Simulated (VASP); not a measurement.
The system is Ru.

```
Ru
1.0
     2.70580    0.00000    0.00000
    -1.35290    2.34329    0.00000
     0.00000    0.00000    4.28190
Ru
2
Direct
  0.33333 0.66667 0.25000
  0.66667 0.33333 0.75000
```

```yaml
Program: VASP 6.6.1
Task: relaxation of cell and atoms
Functional: PBE
Potentials_or_basis: VASP PAW PBE potentials, release 64 (Ru_pv)
Cutoff: 600 eV
k_mesh: 15 × 15 × 9
Occupations: methfessel-paxton, width 0.1 eV
Spin: no spin polarisation
```

At the start: pressure 4.3 GPa; volume 13.57 Å³/atom.

Task: Where does the relaxation end?

Result: Over 4 steps the energy falls by 2.4 meV/atom and the volume is 13.75 Å³/atom (+1.3 %); space group P6_3/mmc (No. 194, to 0.05 Å).

The path:
```csv
step,energy change (eV),largest force (eV/Å),pressure (GPa),volume (Å³)
1,0.0000,0.0000,4.30,27.15
2,0.0350,0.0000,-11.17,28.61
3,-0.0048,0.0000,-0.04,27.52
4,-0.0048,0.0000,0.01,27.51
```

Final structure:
```
Ru
1.0
     2.71750    0.00000    0.00000
    -1.35875    2.35343    0.00000
     0.00000    0.00000    4.30121
Ru
2
Direct
  0.33333 0.66667 0.25000
  0.66667 0.33333 0.75000
```
